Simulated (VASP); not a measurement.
Consider the following.

```
CELL_PARAMETERS angstrom
      0.00000     2.31500     2.31500
      2.31500     0.00000     2.31500
      2.31500     2.31500     0.00000
ATOMIC_POSITIONS crystal
  Na 0.00000 0.00000 0.00000
  F  0.50000 0.50000 0.50000
```

All values below come from eigenvalue-self-consistent GW0 on PBE orbitals, VASP's PBE PAW potentials (set 64) (plane waves; VASP). Settings: PREC = Normal, 500 eV cut-off, 4×4×4 Γ-centred mesh, Gaussian smearing of 0.010 eV, potentials Na_sv_GW F_GW_new.

The mesh is coarse and the basis finite, so the quasiparticle values are not converged.

NBANDS = 160, ENCUTGW = 200 eV, NOMEGA = 64, 4 updates of the levels in G. The PBE levels (eV) are:

| state | KS energy | filling |
|---|---|---|
| k1 (0.00, 0.00, 0.00), band 5 | -20.72 | 2 |
| k1 (0.00, 0.00, 0.00), band 6 | -1.77 | 2 |
| k1 (0.00, 0.00, 0.00), band 7 | -1.77 | 2 |
| k1 (0.00, 0.00, 0.00), band 8 | -1.77 | 2 |
| k1 (0.00, 0.00, 0.00), band 9 | 4.55 | 0 |
| k1 (0.00, 0.00, 0.00), band 10 | 17.22 | 0 |
| k1 (0.00, 0.00, 0.00), band 11 | 17.22 | 0 |
| k1 (0.00, 0.00, 0.00), band 12 | 17.22 | 0 |
| k4 (0.25, 0.25, 0.00), band 5 | -20.30 | 2 |
| k4 (0.25, 0.25, 0.00), band 6 | -2.68 | 2 |
| k4 (0.25, 0.25, 0.00), band 7 | -1.99 | 2 |
| k4 (0.25, 0.25, 0.00), band 8 | -1.99 | 2 |
| k4 (0.25, 0.25, 0.00), band 9 | 6.98 | 0 |
| k4 (0.25, 0.25, 0.00), band 10 | 13.25 | 0 |
| k4 (0.25, 0.25, 0.00), band 11 | 17.38 | 0 |
| k4 (0.25, 0.25, 0.00), band 12 | 17.66 | 0 |

**Question.** Give the quasiparticle energies and renormalisation factors Z.

**Answer.** 
```
state                           QP energy (eV)     Z
------------------------------  --------------  ----
k1 (0.00, 0.00, 0.00), band 5           -28.06  0.84
k1 (0.00, 0.00, 0.00), band 6            -5.35  0.80
k1 (0.00, 0.00, 0.00), band 7            -5.35  0.80
k1 (0.00, 0.00, 0.00), band 8            -5.35  0.80
k1 (0.00, 0.00, 0.00), band 9             6.19  0.89
k1 (0.00, 0.00, 0.00), band 10           18.94  0.88
k1 (0.00, 0.00, 0.00), band 11           18.94  0.88
k1 (0.00, 0.00, 0.00), band 12           18.94  0.88
k4 (0.25, 0.25, 0.00), band 5           -26.73  0.82
k4 (0.25, 0.25, 0.00), band 6            -6.42  0.80
k4 (0.25, 0.25, 0.00), band 7            -5.63  0.80
k4 (0.25, 0.25, 0.00), band 8            -5.63  0.80
k4 (0.25, 0.25, 0.00), band 9             8.85  0.88
k4 (0.25, 0.25, 0.00), band 10           14.67  0.88
k4 (0.25, 0.25, 0.00), band 11           19.61  0.87
k4 (0.25, 0.25, 0.00), band 12           19.79  0.86
```
On the mesh the gap opens from 6.33 to 11.54 eV.

The compound is NaF in the rock salt structure. The cell was not relaxed at this level. The k-mesh is coarse (spacing up to 0.59 per Å, 2π included), so the numbers may not be converged in it.
